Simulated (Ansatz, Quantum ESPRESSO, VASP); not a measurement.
## CoH3: energy against volume and a worked fit

Space group Pm-3m (No. 221). a = 2.611 Å, b = 2.611 Å, c = 2.611 Å, α = 90.00°, β = 90.00°, γ = 90.00°
```json
{"atom": "Co", "site": "1a", "symmetry": "m-3m", "x": "0.0000", "y": "0.0000", "z": "0.0000"}
{"atom": "H", "site": "3c", "symmetry": "4/mm.m", "x": "0.5000", "y": "0.5000", "z": "0.0000"}
```

The cell comes from a database or a generator and needn't be the stable form of this composition.

The cell was scaled at fixed shape and fractions and run with Ansatz, Ansatz PAW, cutoff 420 eV; PBE, k mesh 10 × 10 × 10 on the cell of 4 atoms, fermi-dirac occupations of 0.05 eV, collinear spin, ferromagnetic start, no spin-orbit coupling. Energies are those that the program minimises, any entropy of the smearing included. For a metal such a mesh isn't converged to the digits shown. The magnetic state is the one that the start led to, which needn't be the lowest.

| V (Å³/atom) | energy over the lowest row (meV/atom) |
| --- | --- |
| 4.1846 | 12.118 |
| 4.2737 | 5.326 |
| 4.3627 | 1.364 |
| 4.4517 | 0.000 |
| 4.5408 | ? |
| 4.6298 | 4.054 |
| 4.7188 | 9.035 |

Question: Fit the third-order Birch-Murnaghan form, give V0, B0 and B′, and predict the energy left open.

Answer: With y = (V0/V)^(2/3), E = E0 + (9 V0 B0/16) [(y - 1)³ B′ + (y - 1)² (6 - 4y)]. Least squares through the rows shown give V0 = 4.4579 Å³/atom, E0 = -0.003 meV, B0 = 208.7 GPa (1 eV/Å³ = 160.218 GPa) and B′ = 4.00, with a largest miss of 0.011 meV. At V = 4.5408 the form with these constants gives 0.971 meV; the run gave 0.984 meV an atom. Other set-ups at this level, from all their volumes (Å³/atom, GPa): Quantum ESPRESSO, SSSP 1.3 efficiency PBE: V0 4.453, B0 209.8; VASP, PBE PAW files Co, H, 520 eV: V0 4.455, B0 208.8.
